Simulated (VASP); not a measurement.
Calculation: PBEsol GGA, VASP's PBE PAW potentials (set 64) (plane waves; VASP).

A VASP calculation is set up with these files.

**POSCAR**
```
InP
1
   -0.0000000000     2.8767192970     2.8767192970
    2.8767192970     0.0000000000     2.8767192970
    2.8767192970     2.8767192970     0.0000000000
In P
1 1
Direct
  0.0000000000   0.0000000000   0.0000000000
  0.2500000000   0.2500000000   0.2500000000
```

**INCAR**
```
ALGO=Normal
EDIFF=1E-6
EDIFFG=-0.02
ENCUT=500
GGA=PS
IBRION=2
ISIF=3
ISMEAR=0
LASPH=T
LCHARG=F
LMAXMIX=4
LREAL=F
LWAVE=F
NELM=100
NSW=40
PREC=Accurate
PSTRESS=50
SIGMA=0.05
SYSTEM=InP
```

File KPOINTS:
```
Automatic mesh
0
Gamma
8 8 8
0 0 0
```

POTCAR, in this order: In_d P (PBE.64 set). Program: vasp_std.

The run wrote:

OSZICAR:
```
       N       E                     dE             d eps       ncg     rms          rms(c)
DAV:   1     0.111869138945E+03    0.11187E+03   -0.84987E+03   754   0.149E+03
DAV:   2    -0.147288787214E+01   -0.11334E+03   -0.10987E+03   779   0.326E+02
DAV:   3    -0.932844274262E+01   -0.78556E+01   -0.78049E+01   959   0.907E+01
DAV:   4    -0.953268225884E+01   -0.20424E+00   -0.20407E+00   911   0.158E+01
DAV:   5    -0.954271160520E+01   -0.10029E-01   -0.10029E-01  1132   0.311E+00    0.603E+00
DAV:   6    -0.915065524241E+01    0.39206E+00   -0.71258E-01  1113   0.176E+01    0.356E+00
DAV:   7    -0.911048369391E+01    0.40172E-01   -0.20158E-01  1032   0.472E+00    0.118E+00
DAV:   8    -0.910747780896E+01    0.30059E-02   -0.19169E-02   978   0.206E+00    0.438E-01
DAV:   9    -0.910759216971E+01   -0.11436E-03   -0.17784E-03   989   0.694E-01    0.191E-01
DAV:  10    -0.910762423144E+01   -0.32062E-04   -0.20142E-04  1100   0.135E-01    0.134E-01
DAV:  11    -0.910764300974E+01   -0.18778E-04   -0.31656E-05   875   0.737E-02    0.233E-02
DAV:  12    -0.910764259068E+01    0.41905E-06   -0.12373E-05   972   0.748E-02    0.194E-02
DAV:  13    -0.910764255467E+01    0.36012E-07   -0.75022E-07   487   0.921E-03
   1 F= -.76217689E+01 E0= -.76217689E+01  d E =-.762177E+01
```

OUTCAR:
```
------------------------ aborting loop because EDIFF is reached ----------------------------------------
  FORCE on cell =-STRESS in cart. coord.  units (eV):
  Direction    XX          YY          ZZ          XY          YZ          ZX
  --------------------------------------------------------------------------------------
  Total        1.4762825      1.4762825      1.4762825      0.0000000      0.0000000     -0.0000000
  in kB       49.6772563     49.6772563     49.6772563      0.0000000      0.0000000     -0.0000000
  external PRESSURE =      -0.3227437 kB  Pullay stress =      50.0000000 kB
  volume of cell :       47.61
      direct lattice vectors                 reciprocal lattice vectors
     0.000000000  2.876719297  2.876719297    -0.173809103  0.173809103  0.173809103
     2.876719297  0.000000000  2.876719297     0.173809103 -0.173809103  0.173809103
     2.876719297  2.876719297  0.000000000     0.173809103  0.173809103 -0.173809103
  FREE ENERGIE OF THE ION-ELECTRON SYSTEM (eV)
  ---------------------------------------------------
  free  energy   TOTEN  =        -9.1076425547 eV

  energy  without entropy=       -9.1076425547  energy(sigma->0) =       -9.10764255
  enthalpy is  TOTEN    =        -7.6217689174 eV   P V=        1.4858736372

 reached required accuracy - stopping structural energy minimisation
```
(Selected blocks of OUTCAR.)

The compound is InP in the zinc blende structure. It was relaxed first under an external pressure of 5 GPa.
